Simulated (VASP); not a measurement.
# LiBe2 (P-3m1) in VASP: reference runs

How does LiBe2 come out in PBE? The cell is run as given and disturbed.

Program: VASP 6.6.1. These are calculated values, not measurements. Logs are shortened: lines on timing, memory, paths and dates and some standing lists are left out, and cuts for length are marked.

## (1) Starting point

It takes space group P-3m1 (No. 164, trigonal). The conventional cell has a = 3.844 Å, b = 3.844 Å, c = 2.199 Å, α = 90.00°, β = 90.00°, γ = 120.00°. Li (site symmetry -3m) has 2 Li at 2.20 Å and 6 Be at 2.31 Å as nearest neighbours. Be (site symmetry 3m) is surrounded by 5 Be at 2.20 to 2.40 Å and 3 Li at 2.31 Å.

The cell was built by a generator and needn't be a form met in nature.

## (2) Single point, PBE

The input, INCAR:

```
  PREC = Accurate
  ENCUT = 520
  EDIFF = 1E-7
  ISMEAR = -1
  SIGMA = 0.05
  LREAL = F
  LASPH = T
  NELM = 60
  ALGO = Normal
  ISIF = 2
  LWAVE = F
  LCHARG = F
  GGA = PE
  NBANDS = 10
```

The input, KPOINTS:

```
regular mesh
0
Gamma
  8 8 12
```

The input, POSCAR:

```
LiBe2
1.0
    3.8439100000      0.0000000000      0.0000000000
   -1.9219600000      3.3289300000      0.0000000000
    0.0000000000      0.0000000000      2.1986300000
Li Be
1 2
Direct
    0.0000000000      0.0000000000      0.0000000000
    0.6666700000      0.3333300000      0.7098400000
    0.3333300000      0.6666700000      0.2901600000
```

Potentials or basis: VASP PAW PBE potentials, release 64 (Li_sv, Be).

Run with:

```
> cat potpaw_PBE.64/Li_sv/POTCAR potpaw_PBE.64/Be/POTCAR > POTCAR
> mpirun -np 1 vasp_std > vasp.out
```

OUTCAR:

```text
PREC = Accurate
   ENCUT = 520
   EDIFF = 1E-7
   ISMEAR = -1
   LREAL = F
   LASPH = T
   NELM = 60
   ISIF = 2
   GGA = PE

 ion  position               nearest neighbor table
   1  0.000  0.000  0.000-   2 2.31   3 2.31   2 2.31   3 2.31   2 2.31   3 2.31
   2  0.667  0.333  0.710-   1 2.31   1 2.31   1 2.31
   3  0.333  0.667  0.290-   1 2.31   1 2.31   1 2.31

  LATTYP: Found a hexagonal cell.
 ALAT       =     3.8439100000
 C/A-ratio  =     0.5719774917

  Lattice vectors:

 A1 = (   3.8439100000,   0.0000000000,   0.0000000000)
 A2 = (  -1.9219600000,   3.3289300000,   0.0000000000)
 A3 = (   0.0000000000,   0.0000000000,   2.1986300000)

Analysis of symmetry for initial positions (statically):
=====================================================================
 Subroutine PRICEL returns:
 Original cell was already a primitive cell.

 Routine SETGRP: Setting up the symmetry group for a
 hexagonal supercell.

 Subroutine GETGRP returns: Found  4 space group operations
 (whereof  4 operations were pure point group operations)
 out of a pool of 24 trial point group operations.

The static configuration has the point symmetry C_2h.

Analysis of symmetry for dynamics (positions and initial velocities):
=====================================================================
 Subroutine PRICEL returns:
 Original cell was already a primitive cell.

 Routine SETGRP: Setting up the symmetry group for a
 hexagonal supercell.

 Subroutine GETGRP returns: Found  4 space group operations
 (whereof  4 operations were pure point group operations)
 out of a pool of 24 trial point group operations.

The dynamic configuration has the point symmetry C_2h.

 Subroutine INISYM returns: Found  4 space group operations
 (whereof  4 operations are pure point group operations),
 and found     1 'primitive' translations

----------------------------------------------------------------------------------------

                                     Primitive cell

  volume of cell :      28.1339

  direct lattice vectors                    reciprocal lattice vectors
     3.843910000  0.000000000  0.000000000     0.260151773  0.150198803  0.000000000
    -1.921960000  3.328930000  0.000000000     0.000000000  0.300396824  0.000000000
     0.000000000  0.000000000  2.198630000     0.000000000  0.000000000  0.454828689

  length of vectors
     3.843910000  3.843917947  2.198630000     0.300397445  0.300396824  0.454828689

  position of ions in fractional coordinates (direct lattice)
     0.000000000  0.000000000  0.000000000
     0.666670000  0.333330000  0.709840000
     0.333330000  0.666670000  0.290160000

  ion indices of the primitive-cell ions
   primitive index   ion index
                 1           1
                 2           2
                 3           3

----------------------------------------------------------------------------------------

 KPOINTS: regular mesh

Automatic generation of k-mesh.
 Grid dimensions read from file:
 generate k-points for:    8    8   12

 Generating k-lattice:

  Cartesian coordinates                     Fractional coordinates (reciprocal lattice)
     0.032518972  0.018774850  0.000000000     0.125000000  0.000000000  0.000000000
     0.000000000  0.037549603  0.000000000     0.000000000  0.125000000  0.000000000
     0.000000000  0.000000000  0.037902391     0.000000000  0.000000000  0.083333333

  Length of vectors
     0.037549681  0.037549603  0.037902391

  Shift w.r.t. Gamma in fractional coordinates (k-lattice)
     0.000000000  0.000000000  0.000000000

 Subroutine IBZKPT returns following result:
 ===========================================

 Found    222 irreducible k-points:

 Following reciprocal coordinates:
            Coordinates               Weight
  0.000000  0.000000  0.000000      1.000000
  0.125000  0.000000  0.000000      4.000000
 -0.125000  0.125000  0.000000      2.000000
  0.250000  0.000000  0.000000      4.000000
 -0.250000  0.250000  0.000000      2.000000
  0.375000  0.000000  0.000000      4.000000
[... 16 lines left out ...]
  0.125000  0.000000  0.083333      4.000000
  0.000000  0.125000  0.083333      4.000000
 [... further k-points ...]
   k-points           NKPTS =    222   k-points in BZ     NKDIM =    222   number of bands    NBANDS=     10
   number of dos      NEDOS =    301   number of ions     NIONS =      3
   total plane-waves  NPLWV =  14400
   dimension x,y,z NGX =    30 NGY =   30 NGZ =   16
   dimension x,y,z NGXF=    60 NGYF=   60 NGZF=   32
   ions per type =               1   2
   NGX,Y,Z   is equivalent  to a cutoff of  12.97, 12.97, 12.10 a.u.
   NGXF,Y,Z  is equivalent  to a cutoff of  25.95, 25.95, 24.20 a.u.
 SYSTEM =  unknown system
   PREC   = accura    normal or accurate (medium, high low for compatibility)
   ISTART =      0    job   : 0-new  1-cont  2-samecut
   ICHARG =      2    charge: 1-file 2-atom 10-const
   ISPIN  =      1    spin polarized calculation?
   LNONCOLLINEAR =      F non collinear calculations
   LSORBIT =      F    spin-orbit coupling
   LASPH  =      T    aspherical Exc in radial PAW
   ENCUT  =  520.0 eV  38.22 Ry    6.18 a.u.   7.15  7.15  4.09*2*pi/ulx,y,z
   NELM   =     60;   NELMIN=  2; NELMDL= -5     # of ELM steps
   EDIFF  = 0.1E-06   stopping-criterion for ELM
   LREAL  =      F    real-space projection
   EDIFFG = 0.1E-05   stopping-criterion for IOM
   NSW    =      0    number of steps for IOM
   IBRION =     -1    ionic relax: 0-MD 1-quasi-New 2-CG
   NFREE  =      0    steps in history (QN), initial steepest desc. (CG)
   ISIF   =      2    stress and relaxation
   ISYM   =      2    0-nonsym 1-usesym 2-fastsym
   POTIM  = 0.5000    time-step for ionic-motion
   TEBEG  =    0.0;   TEEND  =   0.0 temperature during run
   PSTRESS=    0.0 pullay stress
   NELECT =       7.0000    total number of electrons
   NUPDOWN=      -1.0000    fix difference up-down
   EMIN   =  10.00;   EMAX   =-10.00  energy-range for DOS
   EFERMI =   0.00;   METHOD = LEGACY
   ISMEAR =    -1;   SIGMA  =   0.05  broadening in eV -4-tet -1-fermi 0-gaus
   EFERMI_NEDOS =   21; number of points for ismear=-14 and -15
   IALGO  =     38    algorithm
   IMIX   =      4    mixing-type and parameters
     AMIX     =   0.40;   BMIX     =  1.00
     AMIX_MAG =   1.60;   BMIX_MAG =  1.00
  volume/ion in A,a.u.               =       9.38        63.29
  Fermi-wavevector in a.u.,A,eV,Ry     =   1.029669  1.945792 14.425136  1.060218
  Thomas-Fermi vector in A             =   2.163728
   LORBIT       =      0    0 simple, 1 ext, 2 COOP (PROOUT), +10 PAW based schemes
   GGA     = PE    functional components
   LHFCALC =     F    Hartree Fock is set to
   AEXX    =    0.0000 exact exchange contribution
   IVDW    =     0    specifies the selected vdW correction
   LEPSILON=     F    determine dielectric tensor
   LRPA    =     F    only Hartree local field effects (RPA)
 non-spin polarized calculation
  energy-cutoff  :      520.00
  volume of cell :       28.13
 maximum number of plane-waves:       774
 NGX is ok and might be reduce to    30
   NGX = 15   NGY = 15   NGZ =  9

 number of electron       7.0000003 magnetization

 Free energy of the ion-electron system (eV)
  ---------------------------------------------------
  ext. energy  EPLUGINS =         0.00000000
  ---------------------------------------------------
  free energy    TOTEN  =        -9.04537297 eV

  energy without entropy =       -9.04217432  energy(sigma->0) =       -9.04377364

 E-fermi :   4.4752     XC(G=0):  -9.7851

 val. band max:        4.4554512530   @ k =  -0.1250   0.2500   0.3333
 cond. band min:       4.5515311313   @ k =   0.5000  -0.3750   0.3333
 fundamental gap:      0.0960798783
 Fermi energy:         4.4751730749

 k-point     1 :       0.0000    0.0000    0.0000
  band No.  band energies     occupation
      1     -41.1284      2.00000
      2      -3.7535      2.00000
      3       4.6134      0.11849
      4       4.6137      0.11797
      5       6.1753      0.00000
      6       6.1756      0.00000
      7       9.4611      0.00000
      8      14.7254      0.00000
      9      19.2750      0.00000
     10      22.6000      0.00000

 k-point     2 :       0.1250    0.0000    0.0000
  band No.  band energies     occupation
      1     -41.1282      2.00000
      2      -3.6175      2.00000
      3       3.3563      2.00000
      4       3.7807      2.00000
      5       6.8995      0.00000
      6       7.4056      0.00000
      7      10.2067      0.00000
      8      15.0992      0.00000
      9      19.3500      0.00000
     10      22.5637      0.00000

 k-point     3 :      -0.1250    0.1250    0.0000
  band No.  band energies     occupation
      1     -41.1282      2.00000
      2      -3.6175      2.00000
      3       3.3564      2.00000
      4       3.7806      2.00000
      5       6.8994      0.00000
      6       7.4057      0.00000
      7      10.2067      0.00000
      8      15.0992      0.00000
      9      19.3500      0.00000
     10      22.5624      0.00000

 k-point     4 :       0.2500    0.0000    0.0000
  band No.  band energies     occupation
      1     -41.1278      2.00000
      2      -3.2142      2.00000
      3       1.6211      2.00000
      4       2.8331      2.00000
      5       7.3135      0.00000
      6       9.5358      0.00000
      7      12.0835      0.00000
      8      16.2304      0.00000
      9      19.5742      0.00000
     10      21.2661      0.00000
[... 222 lines left out ...]
 k-point    22 :       0.0000    0.0000    0.0833
  band No.  band energies     occupation
      1     -41.1176      2.00000
      2      -3.6012      2.00000
      3       4.8192      0.00205
      4       4.8194      0.00204
      5       6.3824      0.00000
      6       6.3827      0.00000
      7       9.3470      0.00000
      8      14.2063      0.00000
      9      18.0519      0.00000
     10      22.9166      0.00000

 k-point    23 :       0.1250    0.0000    0.0833
  band No.  band energies     occupation
      1     -41.1174      2.00000
      2      -3.4644      2.00000
      3       3.5459      2.00000
      4       3.9832      1.99989
      5       7.0787      0.00000
      6       7.6224      0.00000
      7      10.1107      0.00000
      8      14.5862      0.00000
      9      18.1124      0.00000
     10      22.6060      0.00000

 k-point    24 :       0.0000    0.1250    0.0833
  band No.  band energies     occupation
      1     -41.1174      2.00000
      2      -3.4647      2.00000
      3       3.5488      2.00000
      4       3.9933      1.99987
      5       7.0570      0.00000
      6       7.5969      0.00000
      7      10.1511      0.00000
      8      14.5961      0.00000
      9      18.1057      0.00000
     10      22.6585      0.00000

 [... further k-points ...]

------------------------ aborting loop because EDIFF is reached ----------------------------------------

  FORCE on cell =-STRESS in cart. coord.  units (eV):
  Direction    XX          YY          ZZ          XY          YZ          ZX
  --------------------------------------------------------------------------------------
  -------------------------------------------------------------------------------------
  Total       -0.0083278     -0.0085335      0.0281804     -0.0001781      0.0000080     -0.0000138
  in kB       -0.4742541     -0.4859691      1.6048257     -0.0101432      0.0004531     -0.0007846
  external PRESSURE =       0.2148675 kB  Pullay stress =       0.0000000 kB

 VOLUME and BASIS-vectors are now :
 -----------------------------------------------------------------------------
  energy-cutoff  :      520.00
  volume of cell :       28.13
      direct lattice vectors                 reciprocal lattice vectors
     3.843910000  0.000000000  0.000000000     0.260151773  0.150198803  0.000000000
    -1.921960000  3.328930000  0.000000000     0.000000000  0.300396824  0.000000000
     0.000000000  0.000000000  2.198630000     0.000000000  0.000000000  0.454828689

 POSITION                                       TOTAL-FORCE (eV/Angst)
 -----------------------------------------------------------------------------------
      0.00000      0.00000      0.00000         0.000000      0.000000      0.000000
      1.92197      1.10963      1.56068        -0.000111      0.000064      0.001831
     -0.00002      2.21930      0.63795         0.000111     -0.000064     -0.001831
 -----------------------------------------------------------------------------------
    total drift:                               -0.000000      0.000000     -0.000000

  FREE ENERGIE OF THE ION-ELECTRON SYSTEM (eV)
  ---------------------------------------------------
  free  energy   TOTEN  =        -9.0453729656 eV

  energy  without entropy=       -9.0421743220  energy(sigma->0) =       -9.04377364
```

Wall time 25 s (1 thread of Intel Xeon Platinum 8488C (Sapphire Rapids), shared host); peak memory 0.18 GiB.

What came out:

```
Free energy            : -9.0454 eV
Band gap on the k mesh : none (metal or under the smearing width)
```

Levels at points of the mesh, in eV from the Fermi level:
```csv
k point,band 1,band 2,band 3,band 4,band 5,band 6,band 7,band 8,band 9
"(0.00, 0.00, 0.00)",-45.60,-8.23,0.14,0.14,1.70,1.70,4.99,10.25,14.80
"(0.50, 0.00, 0.00)",-45.60,-6.53,-5.16,-2.44,2.98,9.74,11.18,11.48,12.86
"(0.50, 0.50, 0.00)",-45.60,-6.53,-5.16,-2.44,2.98,9.74,11.18,11.48,12.86
"(0.00, 0.00, 0.50)",-45.44,-3.02,-2.54,6.18,6.29,6.29,7.26,7.26,9.80
"(0.50, 0.00, 0.50)",-45.44,-1.96,-1.18,0.74,3.43,4.80,5.08,7.34,8.91
"(0.50, 0.50, 0.50)",-45.44,-1.96,-1.18,0.74,3.43,4.80,5.08,7.34,8.91
```

Caveat: the cutoff is under 1.25 times the usual one of these potentials, so pressure, stress and relaxed cells hold a basis-set (Pulay) error.

## (3) Single point, PBE (atoms moved at random, drawn with an rms of 0.05 Å)

The input, INCAR:

```
SYSTEM = LiBe2
ALGO = Normal ; EDIFF = 1E-7
ENCUT = 520 ; GGA = PE
ISIF = 2 ; ISMEAR = -1
LASPH = .True. ; LCHARG = .False.
LREAL = .False. ; LWAVE = .False.
NBANDS = 10 ; NELM = 100
PREC = Accurate ; SIGMA = 0.05
```

The input, KPOINTS:

```
k-points
0
Gamma
  8 8 12
  0 0 0
```

The input, POSCAR:

```
LiBe2
1.0
    3.8439100000      0.0000000000      0.0000000000
   -1.9219600000      3.3289300000      0.0000000000
    0.0000000000      0.0000000000      2.1986300000
Li Be
1 2
Direct
    0.0120530000      0.0075030000     -0.0088460000
    0.6725450000      0.3263010000      0.7054900000
    0.3355100000      0.6804660000      0.3086070000
```

Potentials or basis: VASP PAW PBE potentials, release 64 (Li_sv, Be).

Run with:

```
> cat potpaw_PBE.64/Li_sv/POTCAR potpaw_PBE.64/Be/POTCAR > POTCAR
> mpirun -np 1 vasp_std > vasp.out
```

It took 44 s on 1 thread of Intel Xeon Platinum 8488C (Sapphire Rapids), shared host; peak memory 0.22 GiB.

Results (log left out):

```
Free energy            : -9.0282 eV
Largest force          : 0.320 eV/Å
Band gap on the k mesh : none (metal or under the smearing width)
```

Forces on the atoms (eV/Å):
```
Li  -0.139 -0.070  0.026
Be  -0.085  0.244  0.122
Be   0.224 -0.173 -0.148
```

Levels at points of the mesh, in eV from the Fermi level:
| k point | band 1 | band 2 | band 3 | band 4 | band 5 | band 6 | band 7 | band 8 |
| --- | --- | --- | --- | --- | --- | --- | --- | --- |
| (0.00, 0.00, 0.00) | -45.55 | -8.20 | -0.07 | 0.41 | 1.45 | 2.03 | 5.00 | 10.25 |
| (0.50, 0.00, 0.00) | -45.55 | -6.50 | -5.16 | -2.39 | 2.98 | 9.80 | 11.00 | 11.80 |
| (0.00, 0.50, 0.00) | -45.55 | -6.44 | -5.25 | -2.38 | 3.05 | 9.63 | 11.40 | 11.89 |
| (0.50, 0.50, 0.00) | -45.55 | -6.58 | -5.01 | -2.44 | 2.93 | 10.01 | 10.66 | 11.40 |
| (0.00, 0.00, 0.50) | -45.39 | -2.93 | -2.58 | 6.02 | 6.14 | 6.35 | 7.38 | 7.43 |
| (0.50, 0.00, 0.50) | -45.39 | -1.96 | -1.11 | 0.69 | 3.42 | 4.69 | 5.28 | 7.52 |
| (0.00, 0.50, 0.50) | -45.39 | -1.95 | -1.14 | 0.75 | 3.36 | 4.71 | 5.27 | 7.46 |
| (0.50, 0.50, 0.50) | -45.39 | -1.97 | -1.06 | 0.62 | 3.53 | 4.62 | 5.29 | 7.57 |

Caveat: the cutoff is under 1.25 times the usual one of these potentials, so pressure, stress and relaxed cells hold a basis-set (Pulay) error.
